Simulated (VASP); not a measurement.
All values below come from RPA correlation on PBE orbitals, VASP's PBE PAW potentials (set 64) (plane waves; VASP 6.6.1).

Input for VASP

**INCAR**
```
ALGO  =  ACFDT
ENCUT  =  500
ENCUTGW  =  300
GGA  =  PE
ISMEAR  =  0
LASPH  =  .True.
LCHARG  =  .False.
LREAL  =  .False.
LWAVE  =  .False.
NBANDS  =  303
NOMEGA  =  12
PREC  =  Normal
SIGMA  =  0.01
SYSTEM  =  BN
```

### POSCAR
```
BN
1
    0.0000000000     1.7830710000     1.7830710000
    1.7830710000     0.0000000000     1.7830710000
    1.7830710000     1.7830710000     0.0000000000
B N
1 1
Direct
  0.0000000000   0.0000000000   0.0000000000
  0.2500000000   0.2500000000   0.2500000000
```

### KPOINTS
```
kpoints
0
gamma
  4 4 4
0 0 0
```

POTCAR, in this order: B_GW N_GW_new (PBE.64 set). Program: vasp_std. Read from the step before: WAVECAR, WAVEDER.

Output

### OSZICAR
```
energies w=
    0.000    0.969    0.000    3.109    0.000    5.908    0.000   10.010
    0.000   16.418    0.000   26.798    0.000   44.021    0.000   73.191
    0.000  123.842    0.000  215.657    0.000  400.469    0.000  920.788
NQ=   1    0.0000    0.0000    0.0000,
 performed        890000 updates of chi_q(r,r)
NQ=   2    0.2500    0.0000    0.0000,
 performed       1780000 updates of chi_q(r,r)
NQ=   3    0.5000    0.0000    0.0000,
 performed       2670000 updates of chi_q(r,r)
NQ=   4    0.2500    0.2500    0.0000,
 performed       3560000 updates of chi_q(r,r)
NQ=   5    0.5000    0.2500    0.0000,
 performed       4450000 updates of chi_q(r,r)
NQ=   6   -0.2500    0.2500    0.0000,
 performed       5340000 updates of chi_q(r,r)
NQ=   7    0.5000    0.5000    0.0000,
 performed       6230000 updates of chi_q(r,r)
NQ=   8   -0.2500    0.5000    0.2500,
 performed       7120000 updates of chi_q(r,r)
```

OUTCAR:
```


      cutoff energy     smooth cutoff   RPA   correlation   Hartree contr. to MP2
---------------------------------------------------------------------------------
            300.000           240.000      -12.9389518986      -19.4372630274
            285.714           228.571      -12.8725293241      -19.3647266143
            272.109           217.687      -12.8022696835      -19.2872376516
            259.151           207.321      -12.7239703570      -19.2001149979
            246.811           197.449      -12.6395643499      -19.1054197150
            235.058           188.046      -12.5507507352      -19.0048262689
            223.865           179.092      -12.4561882895      -18.8967268748
            213.204           170.564      -12.3510653369      -18.7755300928
  linear regression
  converged value                          -13.8180829257      -20.4296755321
```
(Selected blocks of OUTCAR.)

The mesh is coarse, so the correlation energy is not converged in k-points.

The compound is BN in the zinc blende structure. This cell is one point of a volume scan, at 0.96 of the reference volume. The k-mesh is coarse (spacing up to 0.76 per Å, 2π included), so the numbers may not be converged in it.
